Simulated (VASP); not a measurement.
Data:

```xyz
2
Lattice="2.8493 0.0000 0.0000 0.0000 2.8493 0.0000 0.0000 0.0000 3.5612" Properties=species:S:1:pos:R:3 pbc="T T T"
Cu     0.0000     0.0000     0.0000
Au     1.4246     1.4246     1.7806
```

Level of theory: PBE GGA with D4 dispersion, VASP's PBE PAW potentials (set 64) (plane waves; VASP). Numerical set-up: 520 eV cut-off, 13×13×10 Γ-centred mesh, first-order Methfessel-Paxton smearing of 0.10 eV, potentials Cu Au.

### Question
The ions and cell shape at fixed volume are relaxed. Predict the relaxed structure.

### Answer

```xyz
2
Lattice="2.7985 0.0000 0.0000 0.0000 2.7985 0.0000 0.0000 0.0000 3.6916" Properties=species:S:1:pos:R:3 pbc="T T T"
Cu     0.0000     0.0000     0.0000
Au     1.3992     1.3992     1.8458
```
Space group P4/mmm (123), at a tolerance of 0.03 Å.

### Question
How much energy does the relaxation gain?

### Answer
The energy (σ→0) changes by -3.1 meV/atom, in 9 ionic steps.

The compound is CuAu in the L1_0 structure. This run relaxes it. Symmetry was kept, so distortions that lower it aren't found.
